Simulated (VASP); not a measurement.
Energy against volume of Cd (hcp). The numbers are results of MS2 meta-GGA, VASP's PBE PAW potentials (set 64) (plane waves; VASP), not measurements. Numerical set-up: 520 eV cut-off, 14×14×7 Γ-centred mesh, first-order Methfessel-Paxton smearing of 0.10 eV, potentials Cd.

Shape and ions are relaxed at each volume.

```tsv
V (Å³/atom)	E (eV/atom)
20.380	2.13422
21.010	2.13235
21.641	2.13766
22.271	2.14798
```

### Question
Fit these four points and predict the energy of the run at 19.750 Å³/atom.

### Answer
A cubic in V^(−2/3), the third-order Birch-Murnaghan form, passes through the four points with V0 = 20.83 Å³/atom and B0 = 66 GPa, and gives 2.1460 eV/atom there. The run gave 2.1446 eV/atom, -1.4 meV/atom from the fit; all five points give B0 = 61 GPa.

The compound is Cd in the hcp structure. It was relaxed first.
